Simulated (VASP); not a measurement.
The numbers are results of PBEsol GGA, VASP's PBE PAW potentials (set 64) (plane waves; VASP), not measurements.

A VASP calculation is set up with these files.

File KPOINTS:
```
K-points
0
G
6 4 1
```

**POSCAR**
```
CaO(110) slab
1.0
  3.3771848391   0.0000000000   0.0000000000
  0.0000000000   4.7760600650   0.0000000000
  0.0000000000   0.0000000000  25.0257117312
Ca O
6 6
direct
  0.0000000000   0.0000000000   0.3313140000
  0.5000000000   0.5000000000   0.3987890000
  0.0000000000   0.0000000000   0.4662630000
  0.5000000000   0.5000000000   0.5337370000
  0.0000000000   0.0000000000   0.6012110000
  0.5000000000   0.5000000000   0.6686860000
  0.5000000000   0.0000000000   0.3987890000
  0.0000000000   0.5000000000   0.3313140000
  0.5000000000   0.0000000000   0.5337370000
  0.0000000000   0.5000000000   0.4662630000
  0.5000000000   0.0000000000   0.6686860000
  0.0000000000   0.5000000000   0.6012110000
```

### INCAR
```
# general
SYSTEM = CaO(110) slab
PREC   = Normal
ENCUT  = 450   # plane-wave cut-off (eV)
LREAL  = .False.
LASPH  = .True.   # aspherical one-centre terms

# electronic loop
EDIFF  = 1E-5
NELM   = 100
NELMIN = 4
ALGO   = Normal

# smearing
ISMEAR = 0
SIGMA  = 0.05   # width (eV)

# functional
GGA    = PS   # PBEsol

# ions
IBRION = 2   # conjugate gradients
NSW    = 50   # most ionic steps
ISIF   = 2
EDIFFG = -0.03   # ionic stop

# output
LWAVE  = .True.
LCHARG = .False.

# other
LDIPOL = .True.
IDIPOL = 3
DIPOL  = 0.5 0.5 0.5
```

POTCAR, in this order: Ca_sv O (PBE.64 set). Program: vasp_std.

Output of the run:

File OUTCAR:
```
 ion  position               nearest neighbor table
   1  0.000  0.000  0.331-   8 2.39   8 2.39   7 2.39   7 2.39
   2  0.500  0.500  0.399-  10 2.39  10 2.39   7 2.39   7 2.39   8 2.39   8 2.39
   3  0.000  0.000  0.466-   7 2.39   7 2.39   9 2.39   9 2.39  10 2.39  10 2.39
   4  0.500  0.500  0.534-  12 2.39  12 2.39  10 2.39  10 2.39   9 2.39   9 2.39
   5  0.000  0.000  0.601-   9 2.39   9 2.39  12 2.39  12 2.39  11 2.39  11 2.39
   6  0.500  0.500  0.669-  11 2.39  11 2.39  12 2.39  12 2.39
   7  0.500  0.000  0.399-   3 2.39   3 2.39   2 2.39   2 2.39   1 2.39   1 2.39
   8  0.000  0.500  0.331-   1 2.39   1 2.39   2 2.39   2 2.39
   9  0.500  0.000  0.534-   5 2.39   5 2.39   3 2.39   3 2.39   4 2.39   4 2.39
  10  0.000  0.500  0.466-   2 2.39   2 2.39   4 2.39   4 2.39   3 2.39   3 2.39
  11  0.500  0.000  0.669-   6 2.39   6 2.39   5 2.39   5 2.39
  12  0.000  0.500  0.601-   4 2.39   4 2.39   5 2.39   5 2.39   6 2.39   6 2.39
  LATTYP: Found a simple orthorhombic cell.
 ALAT       =     3.3771848391
 B/A-ratio  =     1.4142134033
 C/A-ratio  =     7.4102286145
 Subroutine PRICEL returns:
 Original cell was already a primitive cell.
 Subroutine GETGRP returns: Found  8 space group operations
The static configuration has the point symmetry C_2v.
 The point group associated with its full space group is D_2h.
The dynamic configuration has the point symmetry C_2v.
 Subroutine INISYM returns: Found  8 space group operations
 Subroutine IBZKPT returns following result:
 Found     12 irreducible k-points:

 Following reciprocal coordinates:
            Coordinates               Weight
  0.000000  0.000000  0.000000      1.000000
  0.166667  0.000000  0.000000      2.000000
  0.333333  0.000000  0.000000      2.000000
  0.500000  0.000000  0.000000      1.000000
  0.000000  0.250000  0.000000      2.000000
  0.166667  0.250000  0.000000      4.000000
  0.333333  0.250000  0.000000      4.000000
  0.500000  0.250000  0.000000      2.000000
  0.000000  0.500000  0.000000      1.000000
  0.166667  0.500000  0.000000      2.000000
  0.333333  0.500000  0.000000      2.000000
...
```

OSZICAR:
```
...
DAV:  21    -0.769294869334E+02   -0.14756E-03   -0.15967E-05  1095   0.928E-03    0.195E-03
DAV:  22    -0.769295311861E+02   -0.44253E-04   -0.36029E-06  1006   0.571E-03    0.130E-03
DAV:  23    -0.769295466245E+02   -0.15438E-04   -0.16904E-06   923   0.427E-03    0.786E-04
DAV:  24    -0.769295523284E+02   -0.57039E-05   -0.10115E-06   941   0.289E-03
   1 F= -.76929552E+02 E0= -.76929552E+02  d E =-.769296E+02
       N       E                     dE             d eps       ncg     rms          rms(c)
DAV:   1    -0.770256544632E+02   -0.96108E-01   -0.57457E+01  1368   0.387E+01    0.160E+00
DAV:   2    -0.771563674398E+02   -0.13071E+00   -0.16473E+00  1530   0.664E+00    0.773E-01
DAV:   3    -0.771496500139E+02    0.67174E-02   -0.69890E-02  2186   0.110E+00    0.364E-01
DAV:   4    -0.771468556087E+02    0.27944E-02   -0.13749E-02  1694   0.568E-01    0.146E-01
DAV:   5    -0.771467781893E+02    0.77419E-04   -0.28803E-03  1916   0.218E-01    0.588E-02
DAV:   6    -0.771467888189E+02   -0.10630E-04   -0.21695E-04  1991   0.625E-02    0.314E-02
DAV:   7    -0.771467875174E+02    0.13015E-05   -0.76414E-05  1547   0.445E-02
   2 F= -.77146788E+02 E0= -.77146788E+02  d E =-.217235E+00
       N       E                     dE             d eps       ncg     rms          rms(c)
DAV:   1    -0.769014093138E+02    0.24538E+00   -0.16277E+02  1368   0.649E+01    0.269E+00
DAV:   2    -0.773099991592E+02   -0.40859E+00   -0.50378E+00  1581   0.115E+01    0.143E+00
DAV:   3    -0.772854415781E+02    0.24558E-01   -0.21870E-01  2077   0.200E+00    0.675E-01
DAV:   4    -0.772759135509E+02    0.95280E-02   -0.42081E-02  1756   0.103E+00    0.286E-01
DAV:   5    -0.772753265730E+02    0.58698E-03   -0.10096E-02  1847   0.423E-01    0.987E-02
DAV:   6    -0.772753654088E+02   -0.38836E-04   -0.89326E-04  1894   0.132E-01    0.571E-02
DAV:   7    -0.772753556654E+02    0.97434E-05   -0.17922E-04  2212   0.583E-02    0.272E-02
DAV:   8    -0.772753639376E+02   -0.82722E-05   -0.66501E-05  1310   0.391E-02
   3 F= -.77275364E+02 E0= -.77275364E+02  d E =-.345812E+00
       N       E                     dE             d eps       ncg     rms          rms(c)
DAV:   1    -0.772729884423E+02    0.23672E-02   -0.22649E+00  1368   0.765E+00    0.317E-01
DAV:   2    -0.772780280024E+02   -0.50396E-02   -0.64036E-02  1610   0.131E+00    0.150E-01
DAV:   3    -0.772777638559E+02    0.26415E-03   -0.24583E-03  2117   0.204E-01    0.705E-02
DAV:   4    -0.772776744735E+02    0.89382E-04   -0.53134E-04  1703   0.111E-01    0.203E-02
DAV:   5    -0.772776831002E+02   -0.86267E-05   -0.78763E-05  1349   0.394E-02
   4 F= -.77277683E+02 E0= -.77277683E+02  d E =-.348131E+00
       N       E                     dE             d eps       ncg     rms          rms(c)
DAV:   1    -0.772799410581E+02   -0.22666E-02   -0.80447E+00  1368   0.140E+01    0.549E-01
DAV:   2    -0.772931901122E+02   -0.13249E-01   -0.19807E-01  1611   0.234E+00    0.267E-01
DAV:   3    -0.772920045408E+02    0.11856E-02   -0.85139E-03  2198   0.406E-01    0.132E-01
DAV:   4    -0.772913607618E+02    0.64378E-03   -0.17987E-03  1703   0.262E-01    0.431E-02
DAV:   5    -0.772913650588E+02   -0.42970E-05   -0.81311E-04  1783   0.125E-01    0.284E-02
DAV:   6    -0.772913692649E+02   -0.42060E-05   -0.12956E-04  1807   0.366E-02    0.187E-02
DAV:   7    -0.772913693138E+02   -0.48953E-07   -0.13596E-05  1050   0.205E-02
   5 F= -.77291369E+02 E0= -.77291369E+02  d E =-.136862E-01
       N       E                     dE             d eps       ncg     rms          rms(c)
DAV:   1    -0.772913641380E+02    0.51268E-05   -0.38672E-02  1506   0.977E-01    0.363E-02
DAV:   2    -0.772914306856E+02   -0.66548E-04   -0.96118E-04  1622   0.164E-01    0.179E-02
DAV:   3    -0.772914265726E+02    0.41131E-05   -0.36237E-05  1495   0.267E-02    0.941E-03
DAV:   4    -0.772914262771E+02    0.29545E-06   -0.10401E-05  1071   0.206E-02
   6 F= -.77291426E+02 E0= -.77291426E+02  d E =-.137432E-01
       N       E                     dE             d eps       ncg     rms          rms(c)
DAV:   1    -0.772920724830E+02   -0.64591E-03   -0.25229E+00  1368   0.726E+00    0.245E-01
DAV:   2    -0.772964670389E+02   -0.43946E-02   -0.52223E-02  1548   0.111E+00    0.118E-01
DAV:   3    -0.772962740561E+02    0.19298E-03   -0.17662E-03  2111   0.176E-01    0.681E-02
DAV:   4    -0.772960841923E+02    0.18986E-03   -0.64378E-04  1686   0.130E-01    0.287E-02
DAV:   5    -0.772960701137E+02    0.14079E-04   -0.18680E-04  1557   0.541E-02    0.152E-02
DAV:   6    -0.772960612737E+02    0.88401E-05   -0.24944E-05  1187   0.201E-02
   7 F= -.77296061E+02 E0= -.77296061E+02  d E =-.463500E-02
       N       E                     dE             d eps       ncg     rms          rms(c)
DAV:   1    -0.772904963648E+02    0.55737E-02   -0.39476E+00  1368   0.910E+00    0.306E-01
DAV:   2    -0.772973506038E+02   -0.68542E-02   -0.81843E-02  1580   0.139E+00    0.148E-01
DAV:   3    -0.772970238198E+02    0.32678E-03   -0.27433E-03  2135   0.219E-01    0.856E-02
DAV:   4    -0.772967110639E+02    0.31276E-03   -0.10016E-03  1765   0.161E-01    0.377E-02
DAV:   5    -0.772966791284E+02    0.31935E-04   -0.30404E-04  1623   0.693E-02    0.195E-02
DAV:   6    -0.772966651866E+02    0.13942E-04   -0.50173E-05  1469   0.268E-02    0.981E-03
DAV:   7    -0.772966617701E+02    0.34165E-05   -0.13199E-05  1085   0.178E-02
   8 F= -.77296662E+02 E0= -.77296662E+02  d E =-.523549E-02
       N       E                     dE             d eps       ncg     rms          rms(c)
DAV:   1    -0.772962437292E+02    0.42146E-03   -0.52888E-01  1368   0.333E+00    0.114E-01
DAV:   2    -0.772971831155E+02   -0.93939E-03   -0.11002E-02  1567   0.508E-01    0.548E-02
DAV:   3    -0.772971475230E+02    0.35592E-04   -0.37730E-04  2062   0.834E-02    0.310E-02
DAV:   4    -0.772971189512E+02    0.28572E-04   -0.11276E-04  1357   0.588E-02    0.944E-03
DAV:   5    -0.772971235627E+02   -0.46114E-05   -0.36053E-05  1238   0.250E-02
   9 F= -.77297124E+02 E0= -.77297124E+02  d E =-.569729E-02
       N       E                     dE             d eps       ncg     rms          rms(c)
DAV:   1    -0.772965750502E+02    0.54390E-03   -0.14355E+00  1370   0.621E+00    0.245E-01
DAV:   2    -0.772993414500E+02   -0.27664E-02   -0.34912E-02  1535   0.101E+00    0.107E-01
DAV:   3    -0.772993375500E+02    0.38999E-05   -0.12579E-03  2135   0.140E-01    0.492E-02
DAV:   4    -0.772993151750E+02    0.22375E-04   -0.17677E-04  1646   0.708E-02    0.161E-02
DAV:   5    -0.772993169423E+02   -0.17673E-05   -0.33025E-05  1286   0.260E-02
  10 F= -.77299317E+02 E0= -.77299317E+02  d E =-.219338E-02
       N       E                     dE             d eps       ncg     rms          rms(c)
DAV:   1    -0.772973153677E+02    0.19998E-02   -0.14053E+00  1368   0.615E+00    0.244E-01
DAV:   2    -0.773000167061E+02   -0.27013E-02   -0.34225E-02  1544   0.997E-01    0.105E-01
DAV:   3    -0.773000085988E+02    0.81073E-05   -0.12293E-03  2090   0.138E-01    0.482E-02
DAV:   4    -0.772999836475E+02    0.24951E-04   -0.17433E-04  1646   0.714E-02    0.157E-02
DAV:   5    -0.772999861574E+02   -0.25099E-05   -0.33414E-05  1263   0.263E-02
  11 F= -.77299986E+02 E0= -.77299986E+02  d E =-.286259E-02
       N       E                     dE             d eps       ncg     rms          rms(c)
DAV:   1    -0.772999717475E+02    0.11900E-04   -0.22959E-01  1368   0.246E+00    0.982E-02
DAV:   2    -0.773004644908E+02   -0.49274E-03   -0.61290E-03  1503   0.410E-01    0.431E-02
DAV:   3    -0.773004534131E+02    0.11078E-04   -0.19420E-04  2058   0.595E-02    0.216E-02
DAV:   4    -0.773004463705E+02    0.70425E-05   -0.50150E-05  1315   0.388E-02
  12 F= -.77300446E+02 E0= -.77300446E+02  d E =-.460213E-03
```

OUTCAR:
```
------------------------ aborting loop because EDIFF is reached ----------------------------------------
  FORCE on cell =-STRESS in cart. coord.  units (eV):
  Direction    XX          YY          ZZ          XY          YZ          ZX
  --------------------------------------------------------------------------------------
  Total        4.1454465     -8.8405262     -1.5065259      0.0000000      0.0000000      0.0000000
  in kB       16.4539757    -35.0895379     -5.9796551      0.0000000      0.0000000      0.0000000
  external PRESSURE =      -8.2050725 kB  Pullay stress =       0.0000000 kB
  volume of cell :      403.66
      direct lattice vectors                 reciprocal lattice vectors
     3.377184839  0.000000000  0.000000000     0.296104610  0.000000000  0.000000000
     0.000000000  4.776060065  0.000000000     0.000000000  0.209377601  0.000000000
     0.000000000  0.000000000 25.025711731     0.000000000  0.000000000  0.039958903
 POSITION                                       TOTAL-FORCE (eV/Angst)
 -----------------------------------------------------------------------------------
      0.00000      0.00000      8.38062         0.000000      0.000000      0.021417
      1.68859      2.38803      9.90431         0.000000      0.000000      0.004756
      0.00000      0.00000     11.69214         0.000000      0.000000      0.019147
      1.68859      2.38803     13.33357         0.000000      0.000000     -0.019147
      0.00000      0.00000     15.12141         0.000000      0.000000     -0.004756
      1.68859      2.38803     16.64509         0.000000      0.000000     -0.021417
      1.68859      0.00000      9.86776         0.000000      0.000000      0.026153
      0.00000      2.38803      8.42473         0.000000      0.000000      0.008346
      1.68859      0.00000     13.29615         0.000000      0.000000      0.008047
      0.00000      2.38803     11.72956         0.000000      0.000000     -0.008047
      1.68859      0.00000     16.60098         0.000000      0.000000     -0.008346
      0.00000      2.38803     15.15795         0.000000      0.000000     -0.026153
 -----------------------------------------------------------------------------------
    total drift:                                0.000000      0.000000      0.000000
  FREE ENERGIE OF THE ION-ELECTRON SYSTEM (eV)
  ---------------------------------------------------
  free  energy   TOTEN  =       -77.3004463705 eV

  energy  without entropy=      -77.3004463705  energy(sigma->0) =      -77.30044637

 reached required accuracy - stopping structural energy minimisation
```
(Selected blocks of OUTCAR.)

**CONTCAR**
```
CaO(110) slab
   1.00000000000000
     3.3771848390999999    0.0000000000000000    0.0000000000000000
     0.0000000000000000    4.7760600650000002    0.0000000000000000
     0.0000000000000000    0.0000000000000000   25.0257117312000013
  Ca              O
     6     6
Direct
     0.0000000000000000    0.0000000000000000    0.3348805594823009
     0.5000000000000000    0.5000000000000000    0.3957652337196062
     0.0000000000000000    0.0000000000000000    0.4672051682042959
     0.5000000000000000    0.5000000000000000    0.5327948317957042
     0.0000000000000000    0.0000000000000000    0.6042347662803937
     0.5000000000000000    0.5000000000000000    0.6651194405176992
     0.5000000000000000    0.0000000000000000    0.3943050484898645
     0.0000000000000000    0.5000000000000000    0.3366430743994108
     0.5000000000000000    0.0000000000000000    0.5312996409845508
     0.0000000000000000    0.5000000000000000    0.4687003590154493
     0.5000000000000000    0.0000000000000000    0.6633569256005890
     0.0000000000000000    0.5000000000000000    0.6056949515101354
```

**OUTCAR**
```
 val. band max:       -1.0288472346   @ k =   0.0000   0.0000   0.0000

 cond. band min:       1.3221356764   @ k =   0.0000   0.0000   0.0000


 Fermi energy:        -0.8105229169

 k-point     1 :       0.0000    0.0000    0.0000
  band No.  band energies     occupation
      1     -39.8103      2.00000
      2     -39.8103      2.00000
      3     -38.9473      2.00000
      4     -38.8642      2.00000
      5     -38.2535      2.00000
      6     -38.2520      2.00000
      7     -21.3325      2.00000
      8     -21.3267      2.00000
      9     -20.8963      2.00000
     10     -20.8962      2.00000
     11     -20.8283      2.00000
     12     -20.8272      2.00000
     13     -20.3967      2.00000
     14     -20.3472      2.00000
     15     -20.3158      2.00000
     16     -19.9992      2.00000
     17     -19.9707      2.00000
     18     -19.8593      2.00000
     19     -19.7282      2.00000
     20     -19.6458      2.00000
     21     -19.5193      2.00000
     22     -19.5076      2.00000
     23     -19.2581      2.00000
     24     -19.2542      2.00000
     25     -16.9897      2.00000
     26     -16.8831      2.00000
     27     -16.3592      2.00000
     28     -16.3503      2.00000
     29     -15.5011      2.00000
     30     -15.4969      2.00000
     31      -3.7566      2.00000
     32      -3.5595      2.00000
     33      -2.8990      2.00000
     34      -2.8864      2.00000
     35      -2.8773      2.00000
     36      -2.8517      2.00000
     37      -2.8484      2.00000
     38      -2.5807      2.00000
     39      -2.5153      2.00000
     40      -2.2348      2.00000
     41      -2.0393      2.00000
     42      -1.8302      2.00000
     43      -1.6944      2.00000
     44      -1.6171      2.00000
     45      -1.4172      2.00000
     46      -1.3790      2.00000
     47      -1.0757      2.00000
     48      -1.0288      2.00000
     49       1.3221      0.00000
     50       1.3979      0.00000
     51       2.5294      0.00000
...
```

At this cut-off the stress carries a Pulay error, which pulls relaxed volumes low.

The cell is a thin slab with vacuum, built from CaO (rock salt): (110) face.
